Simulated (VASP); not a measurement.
# Cobalt: the relaxed cell at several levels of theory, part 3 of 3

Which functional gives which lattice for Cobalt? The starting structure is a measured crystal structure from the Crystallography Open Database. The first relaxation on each setting starts from this cell expanded by 3 % in volume.

VASP 6.6.1.

Results so far: PBEsol 10.32 Å³ an atom; LDA 9.97 Å³ an atom; PBE 10.81 Å³ an atom; PBEsol + D3(BJ) 10.06 Å³ an atom; r2SCAN 10.60 Å³ an atom; r2SCAN + rVV10 10.51 Å³ an atom.

### 8. Relaxation with rev-vdW-DF2

Level of this step: rev-vdW-DF2, spin-polarised from a ferromagnetic start; plane waves and PAW (Co) (VASP).

rev-vdW-DF2 revises the exchange of vdW-DF2 for solids. This run starts from the cell of an earlier relaxation, which isn't shown; the restart sets up the plane waves anew.

INCAR

```
SYSTEM = Co
PREC = Accurate
ENCUT = 450
EDIFF = 1E-06
NELM = 100
ISMEAR = 1
SIGMA = 0.15
LREAL = .FALSE.
ALGO = Normal
GGA = MK
AGGAC = 0
LUSE_VDW = .TRUE.
PARAM1 = 0.1234
PARAM2 = 0.711357
ZAB_VDW = -1.8867
LASPH = .TRUE.
NBANDS = 19
ISPIN = 2
MAGMOM = 2 2
LMAXMIX = 4
LORBIT = 11
LWAVE = .FALSE.
LCHARG = .FALSE.
KPAR = 8
IBRION = 2
NSW = 50
ISIF = 3
EDIFFG = -0.006
```

POSCAR

```
Co
1.0
    2.4691614991      0.0000000000      0.0000000000
   -1.2345807496      2.1383565843      0.0000000000
    0.0000000000      0.0000000000      3.9880647542
Co
2
Direct
    0.6666666667      0.3333333333      0.7500000000
    0.3333333333      0.6666666667      0.2500000000
```

KPOINTS

```
Automatic mesh
0
Gamma
21 21 12
0 0 0
```

The projector-augmented-wave data sets are Co (PBE family, release 64).

Started as:

```sh
> mpirun -np 8 vasp_std
```

What it wrote:

```text
[banner, memory and clock lines left out]
running    8 mpi-ranks, on    1 nodes
[...]
[... a notice as in an earlier step ...]

 [... a notice as in an earlier step ...]

 [... a notice as in an earlier step ...]

 LDA part: xc-table for (Slater+PW92), standard interpolation
 POSCAR, INCAR and KPOINTS ok, starting setup
[...]
entering main loop
       N       E                     dE             d eps       ncg     rms          rms(c)
DAV:   1     0.808651810552E+02    0.80865E+02   -0.76272E+03 26995   0.118E+03
DAV:   2    -0.814759944349E+01   -0.89013E+02   -0.80253E+02 25767   0.209E+02
DAV:   3    -0.117576380549E+02   -0.36100E+01   -0.34854E+01 28342   0.526E+01
DAV:   4    -0.118131197722E+02   -0.55482E-01   -0.55449E-01 32541   0.561E+00
[...]
DAV:  11    -0.977691204866E+01    0.12523E-04   -0.23158E-05 32237   0.512E-02    0.275E-02
DAV:  12    -0.977690933582E+01    0.27128E-05   -0.35310E-06 28133   0.192E-02    0.160E-02
DAV:  13    -0.977690969431E+01   -0.35848E-06   -0.15528E-06 22045   0.159E-02
   1 F= -.97769097E+01 E0= -.97769945E+01  d E =-.977691E+01  mag=     3.0982
[...]
reached required accuracy - stopping structural energy minimisation
```

The job ended after 31 s (8 MPI ranks of Intel Xeon 6975P-C (Granite Rapids), shared host; peak memory 2.9 GiB).

From OUTCAR (step 8):

```text
  Total       -0.0047728     -0.0047728     -0.0048025      0.0000000      0.0000000      0.0000000
  in kB       -0.3631540     -0.3631540     -0.3654162      0.0000000      0.0000000      0.0000000
  external PRESSURE =      -0.3639081 kB  Pullay stress =       0.0000000 kB

 POSITION                                       TOTAL-FORCE (eV/Angst)
 -----------------------------------------------------------------------------------
      1.23458      0.71279      2.99105        -0.000000     -0.000000      0.000000
     -0.00000      1.42557      0.99702         0.000000      0.000000      0.000000
 -----------------------------------------------------------------------------------
    total drift:                               -0.000000     -0.000000     -0.000000

  FREE ENERGIE OF THE ION-ELECTRON SYSTEM (eV)
  ---------------------------------------------------
  free  energy   TOTEN  =        -9.7769096943 eV

  energy  without entropy=       -9.7771641356  energy(sigma->0) =       -9.77699451

 magnetization (x)
# of ion       s       p       d       tot
------------------------------------------
    1       -0.016  -0.051   1.624   1.558
    2       -0.016  -0.051   1.624   1.558
--------------------------------------------------
tot         -0.032  -0.101   3.248   3.116

[... 2 parts as in an earlier step ...]

[... 2 further parts left out ...]
[key lines of the parts left out:]
E-fermi :  10.5079
```

With rev-vdW-DF2 the relaxed cell holds 10.528 Å³ an atom, -4.98 % against the measured cell, with a = 2.469 Å and c = 3.988 Å. That is +2.06 % from PBEsol. Pressures at 0.985 and 1.015 times this volume, from two more relaxations that aren't shown, give a bulk modulus of 232.1 GPa.

### 9. Relaxation with AM05

AM05 is built from the electron gas and the surface model, and does well on lattice constants. This run starts from the cell of an earlier relaxation, which isn't shown; the restart sets up the plane waves anew.

INCAR: that of step 8 with these lines changed.

```diff
@@ -9,9 +9,3 @@
 ALGO = Normal
-GGA = MK
-AGGAC = 0
-LUSE_VDW = .TRUE.
-PARAM1 = 0.1234
-PARAM2 = 0.711357
-ZAB_VDW = -1.8867
-LASPH = .TRUE.
+GGA = AM
 NBANDS = 19
@@ -19,2 +13,3 @@
 MAGMOM = 2 2
+LASPH = .TRUE.
 LMAXMIX = 4
```

POSCAR

```
Co
1.0
    2.4499436090      0.0000000000      0.0000000000
   -1.2249718045      2.1217134032      0.0000000000
    0.0000000000      0.0000000000      3.9572369184
Co
2
Direct
    0.6666666667      0.3333333333      0.7500000000
    0.3333333333      0.6666666667      0.2500000000
```

KPOINTS is that of step 8.

Started as:

```sh
> mpirun -np 8 vasp_std
```

What it wrote:

```text
[... set-up lines as in an earlier step ...]
 entering main loop
       N       E                     dE             d eps       ncg     rms          rms(c)
DAV:   1     0.763415739829E+02    0.76342E+02   -0.75833E+03 26960   0.119E+03
DAV:   2    -0.137386333051E+02   -0.90080E+02   -0.81197E+02 25809   0.211E+02
DAV:   3    -0.172856992618E+02   -0.35471E+01   -0.34327E+01 28270   0.525E+01
DAV:   4    -0.173396670460E+02   -0.53968E-01   -0.53934E-01 32276   0.554E+00
[...]
DAV:  12    -0.149917197638E+02    0.51011E-05   -0.19160E-06 27397   0.124E-02    0.182E-02
DAV:  13    -0.149917180725E+02    0.16913E-05   -0.21552E-06 21534   0.175E-02    0.637E-03
DAV:  14    -0.149917176990E+02    0.37351E-06   -0.28735E-07 14037   0.476E-03
   1 F= -.14991718E+02 E0= -.14991817E+02  d E =-.149917E+02  mag=     3.1087
[...]
N       E                     dE             d eps       ncg     rms          rms(c)
DAV:   1    -0.149924898989E+02   -0.77183E-03   -0.62932E-03 27930   0.142E+00    0.228E-01
[...]
DAV:   4    -0.149917146593E+02    0.11123E-04   -0.49215E-06 29244   0.226E-02    0.220E-02
DAV:   5    -0.149917051091E+02    0.95502E-05   -0.14363E-06 21852   0.167E-02    0.352E-03
DAV:   6    -0.149917050221E+02    0.87007E-07   -0.84153E-07 18213   0.836E-03
   2 F= -.14991705E+02 E0= -.14991815E+02  d E =0.126769E-04  mag=     3.1060
 trial-energy change:    0.000013  1 .order    0.000006   -0.000051    0.000062
 step:   0.3637(harm=  0.4496)  dis= 0.00000  next Energy=   -14.991727 (dE=-0.889E-05)
[...]
N       E                     dE             d eps       ncg     rms          rms(c)
DAV:   1    -0.149920493777E+02   -0.34427E-03   -0.25659E-03 27921   0.906E-01    0.145E-01
DAV:   2    -0.149917908355E+02    0.25854E-03   -0.85506E-04 28109   0.623E-01    0.884E-02
DAV:   3    -0.149917357137E+02    0.55122E-04   -0.10203E-04 27759   0.204E-01    0.395E-02
DAV:   4    -0.149917309128E+02    0.48009E-05   -0.20008E-06 26873   0.147E-02    0.141E-02
DAV:   5    -0.149917263070E+02    0.46058E-05   -0.58783E-07 15190   0.109E-02    0.222E-03
DAV:   6    -0.149917264619E+02   -0.15496E-06   -0.31953E-07 13212   0.520E-03
   3 F= -.14991726E+02 E0= -.14991830E+02  d E =-.876292E-05  mag=     3.1077
[...]
reached required accuracy - stopping structural energy minimisation
```

Elapsed: 29 s, on 8 MPI ranks; peak memory 2.1 GiB; 3.7 min of CPU time.

Parts of OUTCAR (step 9):

```text
  Total        0.0034211      0.0034211      0.0019162      0.0000000      0.0000000      0.0000000
  in kB        0.2666498      0.2666498      0.1493524      0.0000000      0.0000000      0.0000000
  external PRESSURE =       0.2275507 kB  Pullay stress =       0.0000000 kB

 POSITION                                       TOTAL-FORCE (eV/Angst)
 -----------------------------------------------------------------------------------
      1.22469      0.70708      2.96721        -0.000000     -0.000000      0.000000
     -0.00000      1.41416      0.98907         0.000000      0.000000      0.000000
 -----------------------------------------------------------------------------------
    total drift:                                0.000000     -0.000000     -0.000000

  FREE ENERGIE OF THE ION-ELECTRON SYSTEM (eV)
  ---------------------------------------------------
  free  energy   TOTEN  =       -14.9917264619 eV

  energy  without entropy=      -14.9920364366  energy(sigma->0) =      -14.99182979

 magnetization (x)
# of ion       s       p       d       tot
------------------------------------------
    1       -0.016  -0.051   1.623   1.556
    2       -0.016  -0.051   1.623   1.556
--------------------------------------------------
tot         -0.032  -0.102   3.246   3.112

[... 2 parts as in an earlier step ...]

[... 2 further parts left out ...]
[key lines of the parts left out:]
E-fermi :  10.8458
```

With AM05 the relaxed cell holds 10.278 Å³ an atom, -7.24 % against the measured cell, with a = 2.449 Å and c = 3.956 Å. That is -0.37 % from PBEsol. Pressures at 0.985 and 1.015 times this volume, from two more relaxations that aren't shown, give a bulk modulus of 245.5 GPa.

### 10. Comparison

| level | volume (Å³/atom) | against the measured cell (%) | a (Å) | c (Å) | bulk modulus (GPa) | pressure left (GPa) | core minutes |
| --- | --- | --- | --- | --- | --- | --- | --- |
| PBEsol | 10.316 | -6.9 | 2.4523 | 3.9615 | 246.9 | 0.03 | 15.7 |
| LDA | 9.973 | -9.99 | 2.4269 | 3.9104 | 278.2 | 0.02 | 15.1 |
| PBE | 10.808 | -2.46 | 2.4905 | 4.0241 | 209.6 | -0.01 | 11.8 |
| PBEsol + D3(BJ) | 10.061 | -9.19 | 2.4321 | 3.928 | 267.9 | 0.03 | 17.5 |
| r2SCAN | 10.602 | -4.31 | 2.4692 | 4.0158 | 233.6 | -0.01 | 62.8 |
| r2SCAN + rVV10 | 10.514 | -5.1 | 2.4626 | 4.0041 | 239.9 | -0.01 | 52.7 |
| rev-vdW-DF2 | 10.528 | -4.98 | 2.4692 | 3.9881 | 232.1 | -0.04 | 18.9 |
| AM05 | 10.278 | -7.24 | 2.4494 | 3.9563 | 245.5 | 0.02 | 20.0 |

Core minutes are wall time times ranks, summed over the relaxations behind a row (those for a bulk modulus apart), on shared hosts.

### 11. Summary of results

```
volume, PBEsol          : 10.32 Å³/atom
volume, LDA             : 9.973 Å³/atom
volume, PBE             : 10.81 Å³/atom
volume, PBEsol + D3(BJ) : 10.06 Å³/atom
volume, r2SCAN          : 10.60 Å³/atom
volume, r2SCAN + rVV10  : 10.51 Å³/atom
volume, rev-vdW-DF2     : 10.53 Å³/atom
volume, AM05            : 10.28 Å³/atom
```

What this shows: Across 8 levels the volume of Cobalt spans 8.4 %, from 9.97 Å³ an atom (LDA) to 10.81 Å³ (PBE). Against the measured volume of the starting structure, PBE comes nearest (-2.5 %) and LDA lies farthest (-10.0 %). The measured cell holds zero-point expansion and, unless it was taken cold, thermal expansion, which the runs lack, so small differences decide nothing. Adding D3(BJ) to PBEsol changes the volume by -2.5 %. Adding rVV10 to r2SCAN changes the volume by -0.8 %. The bulk modulus goes from 209.6 GPa (PBE) to 278.2 GPa (LDA). All runs keep the symmetry of the start, so they can't find a distortion of lower symmetry. Further runs on this material are not shown.

[Lines on the potential files, build, host, timing and source positions are cut from VASP's logs without a mark.]

[Logs are printed without paths, hosts, clocks, repeated set-up lines and the standing remarks that a program may print on its own settings, such as how far it seeks lower states.]

[Hosts, paths, dates, database ids (printed as entryN), source tags and the programs' standing remarks are cut or masked in the printed files.]
